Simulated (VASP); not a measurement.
Set up this calculation in VASP 6.6.1, as the native input.

| Property | Result |
| --- | --- |
| Task | relaxation of cell and atoms |
| Functional | PBE |
| Potentials or basis | VASP PAW PBE potentials, release 64 (Zn, Cd, Se, S) |
| Cutoff | 520 eV |
| k mesh | 5 × 5 × 5 |
| Occupations | gaussian, width 0.05 eV |
| Spin | no spin polarisation |
| Further INCAR settings | PREC = Normal; LREAL = Auto; ALGO = Fast; EDIFF = 1e-05; ISYM = 0; IBRION = 2; EDIFFG = -0.03; NSW = 110; ISIF = 3 |

The structure of ZnCd2SeS2 lies in POSCAR:

```
ZnCd2SeS2
1.0
   -2.1384807900      6.2094079100      3.0381304000
    2.0775613100     -6.1353785400      2.8400869600
    4.3116893300     12.2823815100     -5.7657147200
Zn Cd Se S
2 4 2 4
Direct
    0.9642797700      0.9271014100      0.9752953700
    0.9394284000      0.9743160100      0.5109608400
    0.3487795100      0.0111279500      0.1699736700
    0.3299497400      0.0594613500      0.6931179700
    0.7012992100      0.0377869000      0.3380837500
    0.6534071800      0.9213760500      0.8164885200
    0.2486582900      0.6995381800      0.2233497600
    0.2356865000      0.7051117500      0.7368787400
    0.6252775500      0.7933408800      0.4421021100
    0.5793220600      0.7404638200      0.9275477900
    0.9228345600      0.7357810400      0.0596454500
    0.9706459000      0.7832579600      0.5718624700
```

The cell was built by a generator and needn't be a form met in nature.

One way to write it, as run:

INCAR

```
SYSTEM = ZnCd2SeS2
PREC     = Normal         ! precision mode
ENCUT    = 520            ! plane-wave cutoff, eV
EDIFF    = 1E-5           ! SCF threshold, eV
ISMEAR   = 0              ! smearing method
SIGMA    = 0.05           ! smearing width, eV
LREAL    = Auto         
LASPH    = .True.         ! aspherical terms in the spheres
NELM     = 80             ! most SCF steps
ALGO     = Fast           ! electronic algorithm
ISIF     = 3              ! what is computed and relaxed
LWAVE    = .False.        ! write WAVECAR
LCHARG   = .False.        ! write CHGCAR
GGA      = PE             ! functional
IBRION   = 2              ! ionic algorithm
NSW      = 110            ! ionic steps
EDIFFG   = -0.03          ! ionic threshold
ISYM     = 0            
KPAR     = 8
```

KPOINTS

```
Automatic mesh
0
Gamma
  5 5 5
  0 0 0
```

Potentials or basis: VASP PAW PBE potentials, release 64 (Zn, Cd, Se, S).

Command:

```console
$ cat potpaw_PBE.64/Zn/POTCAR potpaw_PBE.64/Cd/POTCAR potpaw_PBE.64/Se/POTCAR potpaw_PBE.64/S/POTCAR > POTCAR
$ mpirun -np 8 vasp_std > vasp.out
```

It gave:

| Quantity | Value |
| --- | --- |
| Relaxed volume | 25.25 Å³/atom |
| Relaxed cell | a = 7.166 Å, b = 7.161 Å, c = 14.324 Å, α = 146.35°, β = 60.47°, γ = 131.34° |
| Space group after relaxing (to 0.05 Å) | Imm2 (No. 44) |
| Energy gained by relaxing | 159.6 meV/atom |
| Ionic steps | 27 |
| Pressure after relaxing | -0.1 GPa |
| Largest force after relaxing | 0.016 eV/Å |
| Band gap on the k mesh | 1.01 eV, direct |

Wall time 26 min on 8 MPI ranks on AMD EPYC 9R45 96-Core Processor (Zen 5), with other jobs on the host, peak memory 0.9 GiB a rank.
